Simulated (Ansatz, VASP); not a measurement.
## Mg2C3: VASP beside Ansatz

The input POSCAR:

```
Mg2C3
1.0
    2.3870223790     -2.3394118729     -0.0063441741
    2.3870223790      2.3394118729     -0.0063441741
   -1.2253611782      0.0000000000      4.8584158892
Mg C
2 3
Direct
    0.8082382625      0.8082382625      0.1984312469
    0.1917617375      0.1917617375      0.8015687531
    0.3041690745      0.3041690745      0.2614645499
    0.6958309255      0.6958309255      0.7385354501
    0.5000000000      0.5000000000      0.5000000000
```

The input INCAR.step1:

```
ALGO = Normal
EDIFF = 1E-4
ENCUT = 520
GGA = PE
ISMEAR = 0
LASPH = True
LCHARG = False
LREAL = False
LWAVE = True
NBANDS = 16
NELM = 100
PREC = Accurate
SIGMA = 0.05
```

File INCAR.step2:

```
ALGO = Normal
EDIFF = 1E-6
ENCUT = 520
ISIF = 2
ISMEAR = 0
ISTART = 1
LASPH = True
LCHARG = False
LMIXTAU = True
LREAL = False
LWAVE = False
METAGGA = R2SCAN
NBANDS = 16
NELM = 100
PREC = Accurate
SIGMA = 0.05
```

The input KPOINTS:

```
k-points
0
Gamma
  8 8 6
```

Input for Ansatz:

```yaml
crystal:
  lattice:
    - [2.387022379, -2.3394118729, -0.0063441741]
    - [2.387022379, 2.3394118729, -0.0063441741]
    - [-1.2253611782, 0.0, 4.8584158892]
  atoms:
    - { symbol: Mg, position: [0.8082382625, 0.8082382625, 0.1984312469] }
    - { symbol: Mg, position: [0.1917617375, 0.1917617375, 0.8015687531] }
    - { symbol: C, position: [0.3041690745, 0.3041690745, 0.2614645499] }
    - { symbol: C, position: [0.6958309255, 0.6958309255, 0.7385354501] }
    - { symbol: C, position: [0.5, 0.5, 0.5] }
basis:
  ecutwfc: 500
kpoints:
  mp_grid: { grid: [8, 8, 6] }
hamiltonian:
  xc: r2scan
scf:
  occupations: { method: gaussian, width: 0.05 }
output:
  forces: true
  stress: true
  eigenvalues: true
  write_density: true
  write_potential: true
  elf: true
  volumetric_format: npy
```

Alike in both runs: task single point; functional r2SCAN; k mesh 8 × 8 × 6; occupations gaussian, width 0.05 eV; no spin polarisation.

|  | VASP | Ansatz |
| --- | --- | --- |
| version | VASP 6.6.1 | Ansatz 0.2.0 |
| potentials or method | VASP PAW PBE potentials, release 64 (Mg, C) | scalar-relativistic, plane waves, PAW |
| plane-wave cutoff (eV) | 520 | 500 |
| valence electrons in the cell | 16 | 32 |

Ansatz gave:

```
gap on the k mesh at the Fermi level (eV)       : 1.87
least direct gap on the mesh (eV)               : 2.65
pressure (GPa)                                  : 0.0
largest component of the traceless stress (GPa) : 0.01
rms of the force components (eV/Å)              : 0.001
```

Task: What did VASP give for the same quantities?

Result: gap on the k mesh at the Fermi level (eV): 1.88; least direct gap on the mesh (eV): 2.65; pressure (GPa): -0.3; largest component of the traceless stress (GPa): 0.44; rms of the force components (eV/Å): 0.041.

Atom by atom the forces differ by 0.042 eV/Å (rms over components). The two sets of potentials don't hold the same shells in valence.

Caveats: the PAW data sets were made with another functional, which shifts forces and pressure a little (VASP). A k mesh can miss the band edges. r2SCAN opens gaps a little over a GGA but as a rule still falls short of measured ones.
